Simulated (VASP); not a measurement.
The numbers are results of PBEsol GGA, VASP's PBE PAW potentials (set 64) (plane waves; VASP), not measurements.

VASP ran on this input.

**POSCAR**
```
Na
1
   -1.5872139480     1.5872139480     1.5872139480
    1.5872139480    -1.5872139480     1.5872139480
    1.5872139480     1.5872139480    -1.5872139480
Na
1
Direct
  0.0000000000   0.0000000000   0.0000000000
```

**INCAR**
```
GGA=PS
ALGO=Normal   # blocked Davidson
NELM=100   # most electronic steps
IBRION=2
ENCUT=500   # plane-wave cut-off (eV)
LCHARG=F
ISIF=3
LWAVE=F
PREC=Accurate
EDIFF=1E-6
LASPH=T
ISMEAR=1   # Methfessel-Paxton
SYSTEM=Na
PSTRESS=450
NSW=40   # most ionic steps
EDIFFG=-0.02
SIGMA=0.1
LREAL=F
```

**KPOINTS**
```
Automatic mesh
0
Gamma
16 16 16
0 0 0
```

POTCAR, in this order: Na_pv (PBE.64 set). Program: vasp_std.

Energy and stress use the plane-wave basis of the starting cell.

What does the run give for the energy per atom (σ→0), volume per atom, band gap (on the k-mesh)?

```yaml
energy per atom (σ→0): 31 meV/atom
band gap (on the k-mesh): none (metal, semimetal or under 0.01 eV)
volume_per_atom: 14.02 Å³/atom
```

File OSZICAR:
```
...
   3 F= 0.39692367E+01 E0= 0.39693988E+01  d E =-.989574E-01
       N       E                     dE             d eps       ncg     rms          rms(c)
DAV:   1     0.307230339614E-01    0.10110E-01   -0.88750E-03  2030   0.232E+00    0.114E-01
DAV:   2     0.309259596661E-01    0.20293E-03   -0.25111E-04  2044   0.388E-01    0.570E-02
DAV:   3     0.309878651104E-01    0.61905E-04   -0.11055E-04  2219   0.243E-01    0.630E-03
DAV:   4     0.309918363739E-01    0.39713E-05   -0.45411E-06  2107   0.548E-02    0.341E-04
DAV:   5     0.309918892033E-01    0.52829E-07   -0.20616E-08  1022   0.266E-03
   4 F= 0.39692156E+01 E0= 0.39693778E+01  d E =-.989785E-01
```

The compound is Na in the bcc structure. This run relaxes it under an external pressure of 45 GPa. Symmetry was kept, so distortions that lower it aren't found.
